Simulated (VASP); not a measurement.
Data:

```
K2S
1.0
    0.00000     3.63754     3.63754
    3.63754     0.00000     3.63754
    3.63754     3.63754     0.00000
K S
2 1
Cartesian
  1.81877   1.81877   1.81877
  5.45632   5.45632   5.45632
  0.00000   0.00000   0.00000
```

Computed with LDA (Ceperley-Alder, Perdew-Zunger), VASP's LDA PAW potentials (set 64) (plane waves; VASP 6.6.1). Run with 520 eV cut-off, 5×5×5 Γ-centred mesh, Gaussian smearing of 0.050 eV, potentials K_sv S.

### Question
Predict the energy per atom (σ→0).

### Answer

| Item | Result |
|---|---|
| energy per atom (σ→0) | -334.5 kJ/mol-atom |

Only differences to runs with the same potentials and settings are physical.

The compound is K2S in the antifluorite structure. This cell is one point of a volume scan, at 1.03 of the reference volume.
